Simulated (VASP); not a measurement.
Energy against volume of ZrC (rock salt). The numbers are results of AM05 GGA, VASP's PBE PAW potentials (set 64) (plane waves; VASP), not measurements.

```tsv
V (Å³/atom)	E (eV/atom)
11.942	-10.01003
12.323	-10.03857
12.705	-10.04750
13.086	-10.03961
13.467	-10.01725
```

Question: Fit a third-order Birch-Murnaghan equation of state.

Answer: 
```yaml
volume_per_atom: 12.71 Å^3/atom
bulk_modulus: 2350 kbar
pressure_derivative_of_the_bulk_modulus: 4.05
lattice_constant_a: 4.667 Å
```

Measured: a 4.696 Å (computed value off by -0.6 %), as given by Guo-Xu Zhang et al., New Journal of Physics (2018), doi:10.1088/1367-2630/aac7f0. The calculation is for a static lattice, while the measured a holds thermal and zero-point effects, which are part of the difference.

The compound is ZrC in the rock salt structure. It was relaxed first.
